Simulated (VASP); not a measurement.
Energy against volume of MgH$_{2}$ (rutile). Computed with revPBE GGA, VASP's PBE PAW potentials (set 64) (plane waves; VASP 6.6.1). Settings: 520 eV cut-off, 5×5×7 Γ-centred mesh, Gaussian smearing of 0.050 eV, potentials Mg H.

Shape and ions are relaxed at each volume.

| V (Å³/atom) | E (eV/atom) |
|---|---|
| 10.082 | -2.89984 |
| 10.394 | -2.90199 |
| 10.706 | -2.90138 |
| 11.018 | -2.89833 |

### Question
Fit these four points and predict the energy of the run at 9.771 Å³/atom.

### Answer
A cubic in V^(−2/3), the third-order Birch-Murnaghan form, passes through the four points with V0 = 10.48 Å³/atom and B0 = 46 GPa, and gives -2.8946 eV/atom there. The run gave -2.8945 eV/atom, +0.1 meV/atom from the fit; all five points give B0 = 46 GPa.

The compound is MgH2 in the rutile structure. It was relaxed first.
